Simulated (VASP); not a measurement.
Given:

```xyz
2
Lattice="0.0000 2.1890 2.1890 2.1890 0.0000 2.1890 2.1890 2.1890 0.0000" Properties=species:S:1:pos:R:3 pbc="T T T"
Ti     0.0000     0.0000     0.0000
C      2.1890     2.1890     2.1890
```

All values below come from optB88-vdW, VASP's PBE PAW potentials (set 64) (plane waves; VASP). Settings: 520 eV cut-off, 14×14×14 Γ-centred mesh, first-order Methfessel-Paxton smearing of 0.10 eV, potentials Ti_sv C.

**Question.** Give the stress tensor in GPa (positive for a compressed cell).

**Answer.** 
```
-7.00   0.00   0.00
 0.00  -7.00   0.00
 0.00   0.00  -7.00
```
The pressure is its mean diagonal, -7.00 GPa.

The compound is TiC in the rock salt structure. This cell is one point of a volume scan, at 1.03 of the reference volume.
